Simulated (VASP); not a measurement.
These are PBEsol GGA, VASP's PBE PAW potentials (set 64) (plane waves; VASP) values and carry that method's errors.

The input files of a VASP run:

**INCAR**
```
ISMEAR = -5   # tetrahedra, Bloechl
LEFG = .TRUE.
NELM = 100
ENCUT = 400   # plane-wave cut-off (eV)
SYSTEM = In4AsSb3
LMAXMIX = 4
PREC = Accurate
LORBIT = 11   # lm-projected
LCHARG = .TRUE.
LWAVE = .FALSE.
GGA = PS
ALGO = Normal   # blocked Davidson
EDIFF = 1E-7   # SCF stop (eV)
NEDOS = 601   # DOS grid
LASPH = .TRUE.
LREAL = .FALSE.
ISIF = 2   # forces and stress, cell fixed
```

### KPOINTS
```
Regular mesh
0
gamma
5 5 9
0 0 0
```

**POSCAR**
```
In4AsSb3
6.4171470
 -0.0005310174   0.9994824207   0.9999999298
  0.9994824207  -0.0005310174   0.9999999298
  0.4994757016   0.4994757016   0.0000000000
In Sb As
4 3 1
Cart
  0.9989514033   0.9989514033   1.9986946997
  0.5089883491   0.9894387557   1.4914612598
  0.9894387557   0.5089883491   1.4914612598
  0.9989514034   0.9989514034   1.0174940422
  0.2497378509   0.2497378509   0.2516281399
  0.7482675096   0.2506838937   0.7498873867
  0.2506838937   0.7482675096   0.7498873867
  0.7492135525   0.7492135525   1.2494851937
```

POTCAR, in this order: In_d Sb As (PBE.64 set). Program: vasp_std.

Task: What will the output report for the number of irreducible k-points (NKPTS), number of bands (NBANDS), largest plane-wave count, number of space-group operations, FFT grid (NGX, NGY, NGZ)?

Result: 
```yaml
number of irreducible k-points (NKPTS): 69
number of bands (NBANDS): 43
largest_plane_wave_count: 4834
number_of_space_group_operations: 4
FFT grid (NGX, NGY, NGZ): 60 × 60 × 30
```

The structure was generated: In4AsSb3 was put into an ordered model structure (Amm2), which need not be its known phase. It was relaxed first.
